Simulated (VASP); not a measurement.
Runs of VASP 6.6.1 on Cu. Symmetry: Fm-3m, No. 225, cubic system. The conventional cell has a = 3.615 Å, b = 3.615 Å, c = 3.615 Å, α = 90.00°, β = 90.00°, γ = 90.00°. Cu (site symmetry m-3m) is surrounded by 12 Cu at 2.56 Å. 

| task | cell | gap on the mesh (eV) | pressure (GPa) |
| --- | --- | --- | --- |
| relaxation of cell and atoms | relaxed | none | 0.0 |
| single point | Fm-3m, 10.94 Å³/atom | none | 0.0 |
| single point | a relaxed cell with its volume scaled by 1.06 | none | (a) |
| single point | a relaxed cell with its volume scaled by 0.94 | none | 13.2 |
| single point | a relaxed cell with its volume scaled by 1.09 | none | -12.7 |
| single point | a relaxed cell with its volume scaled by 0.97 | none | 6.0 |
| single point | a relaxed cell with its volume scaled by 0.91 | none | (b) |
| single point | a relaxed cell with its volume scaled by 1.03 | none | -5.0 |

Alike in all rows: level LDA; potentials or basis VASP PAW LDA potentials, release 64 (Cu); no spin polarisation; k mesh 10 × 10 × 10; cutoff (eV) 350; smearing gaussian 0.1 eV.

Q: Fill in the values left out.

A: (a) -9.2; (b) 21.9.

Caveats: the cutoff is under 1.25 times the usual one of these potentials, so pressure, stress and relaxed cells hold a basis-set (Pulay) error; so large a pressure means that the cell lies far from this level's equilibrium, or that cutoff or potentials fall short (some runs).

A gap of «none» marks a metal or a gap under the smearing width.
